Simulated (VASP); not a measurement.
Here is the system:

```yaml
crystal:
  lattice:
    - [-0.02913, 2.91323, 2.91323]
    - [2.91323, -0.02913, 2.91323]
    - [2.88410, 2.88410, 0.00000]
  atoms:
    - { symbol: Cd, position: [0.99775, 0.99775, 0.00225] }
    - { symbol: S, position: [0.25225, 0.25225, 0.24775] }
```

Computed with PBEsol GGA, VASP's PBE PAW potentials (set 64) (plane waves; VASP). Settings: 480 eV cut-off, 8×8×8 Γ-centred mesh, Gaussian smearing of 0.050 eV, potentials Cd S.

Problem. Estimate the energy per atom (σ→0), band gap (on the k-mesh) with the smallest direct gap where there is one.

Solution. 
| Quantity | Value |
|---|---|
| band gap (on the k-mesh) | 0.97 eV |
| smallest direct gap (on the k-mesh) | 0.97 eV |
| energy per atom (σ→0) | -328.6 kJ/mol of atoms |

Total energies compare only between runs with the same potentials, cut-off and functional.

The compound is CdS in the zinc blende structure, a metastable form; wurtzite is the usual one. This cell was strained or had an atom moved on purpose. Symmetry was kept, so distortions that lower it aren't found.
